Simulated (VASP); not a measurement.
Output of a VASP run:

**OSZICAR**
```
       N       E                     dE             d eps       ncg     rms          rms(c)
DAV:   1     0.990389337363E+02    0.99039E+02   -0.12926E+04  1170   0.144E+03
DAV:   2    -0.321032141254E+02   -0.13114E+03   -0.12677E+03  1478   0.321E+02
DAV:   3    -0.359983695291E+02   -0.38952E+01   -0.38921E+01  1534   0.542E+01
DAV:   4    -0.360195204887E+02   -0.21151E-01   -0.21148E-01  1478   0.438E+00
DAV:   5    -0.360197064529E+02   -0.18596E-03   -0.18596E-03  1492   0.368E-01    0.457E+01
DAV:   6    -0.303201094571E+02    0.56996E+01   -0.30936E+01  1310   0.386E+01    0.416E+01
DAV:   7    -0.302124819035E+02    0.10763E+00   -0.82650E-01  1492   0.841E+00    0.285E+01
DAV:   8    -0.301848332178E+02    0.27649E-01   -0.27175E-01  1506   0.539E+00    0.610E+00
DAV:   9    -0.301718407481E+02    0.12992E-01   -0.49389E-02  1534   0.202E+00    0.166E+00
DAV:  10    -0.301719268472E+02   -0.86099E-04   -0.49072E-03  1590   0.542E-01    0.297E-01
DAV:  11    -0.301718937043E+02    0.33143E-04   -0.33322E-04  1422   0.149E-01    0.213E-01
DAV:  12    -0.301719079958E+02   -0.14292E-04   -0.52187E-05  1541   0.547E-02    0.522E-02
DAV:  13    -0.301719089101E+02   -0.91432E-06   -0.25087E-06  1460   0.119E-02
   1 F= -.30171909E+02 E0= -.30171909E+02  d E =-.172557E-23
```

File OUTCAR:
```
------------------------ aborting loop because EDIFF is reached ----------------------------------------
  FORCE on cell =-STRESS in cart. coord.  units (eV):
  Direction    XX          YY          ZZ          XY          YZ          ZX
  --------------------------------------------------------------------------------------
  Total       -1.4839683     -2.7211307      0.7415762      0.0000000      0.4168624      0.0000000
  in kB      -71.0580578   -130.2981059     35.5094957      0.0000000     19.9609578      0.0000000
  external PRESSURE =     -55.2822227 kB  Pullay stress =       0.0000000 kB
  volume of cell :       33.46
      direct lattice vectors                 reciprocal lattice vectors
     0.000000000  2.599480000  2.505298000    -0.194636367  0.192346162  0.199577056
     2.568893000  0.000000000  2.505298000     0.194636367 -0.192346162  0.199577056
     2.568893000  2.599480000  0.000000000     0.194636367  0.192346162 -0.199577056
 POSITION                                       TOTAL-FORCE (eV/Angst)
 -----------------------------------------------------------------------------------
      0.00000      0.00000      0.00000         0.144432      0.000000     -0.000000
      1.28445      1.29974      1.25265         0.590620     -0.000000     -0.000000
      3.92979      3.89922      3.75795        -0.735053     -0.000000      0.000000
 -----------------------------------------------------------------------------------
    total drift:                               -0.000285      0.000000     -0.000000
  FREE ENERGIE OF THE ION-ELECTRON SYSTEM (eV)
  ---------------------------------------------------
  free  energy   TOTEN  =       -30.1719089101 eV

  energy  without entropy=      -30.1719089101  energy(sigma->0) =      -30.17190891
```
(Selected blocks of OUTCAR.)

**POSCAR**
```
HfO2
1
    0.0000000000     2.5994800000     2.5052980000
    2.5688930000     0.0000000000     2.5052980000
    2.5688930000     2.5994800000     0.0000000000
Hf O
1 2
Direct
  0.0000000000   0.0000000000   0.0000000000
  0.2500000000   0.2500000000   0.2500000000
  0.7351190000   0.7648810000   0.7648810000
```

Reconstruct the remaining input files.

This is not unique; one that fits is the input of the run itself, PBE GGA, plane waves, VASP's PBE PAW potentials (set 64).

File KPOINTS:
```
K-points
0
Monkhorst-Pack
 5 5 5
0 0 0
```

INCAR:
```
SYSTEM=HfO2
LCHARG=.FALSE.
SIGMA=0.05   # width (eV)
PREC=Accurate
ENCUT=520   # plane-wave cut-off (eV)
ISIF=2
ISMEAR=0   # Gaussian
LASPH=.TRUE.   # aspherical one-centre terms
ALGO=Normal   # blocked Davidson
LREAL=.FALSE.
LMAXMIX=6   # l cut-off of mixed one-centre charges
GGA=PE
NELM=100
EDIFF=1E-6   # SCF stop (eV)
LWAVE=.FALSE.
```

POTCAR, in this order: Hf_pv O (PBE.64 set). Program: vasp_std.

The compound is HfO2 in the fluorite structure, the high-temperature cubic form, which is unstable at 0 K; the monoclinic form is the stable one. The cell was not relaxed at this level, atoms are displaced from their ideal sites. The k-mesh is coarse (spacing up to 0.43 per Å, 2π included), so the numbers may not be converged in it. The run is one of a series of settings (KPOINTS 5×5×5 Monkhorst-Pack mesh against the base run), some of them coarse on purpose.
